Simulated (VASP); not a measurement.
Ni (space group P6_3/mmc): computed properties

These are r2SCAN meta-GGA, VASP's PBE PAW potentials (set 64) (plane waves; VASP 6.6.1) values and carry that method's errors.

* **space group**: P6_3/mmc (194)
* **cell**: a = b = 2.4389 Å, c = 4.0822 Å, α = β = 90.00°, γ = 120.00°
* **volume per atom**: 10.51 Å³/atom
* **band gap (over mesh and band path)**: none (metal, semimetal or under 0.01 eV)
* **cell moment**: 1.36 μB
* **density**: 9.27 g/cm³

```
Ni
1.0
    2.43888     0.00000     0.00000
   -1.21944     2.11213     0.00000
    0.00000     0.00000     4.08215
Ni
2
Cartesian
  0.00000   1.40809   1.02054
  1.21944   0.70404   3.06162
```

The run has a spin-polarised start.

The structure comes from a computed database's Ni entry (P6_3/mmc); how it stands against other phases isn't given here. It was relaxed first. Symmetry was kept, so distortions that lower it aren't found.
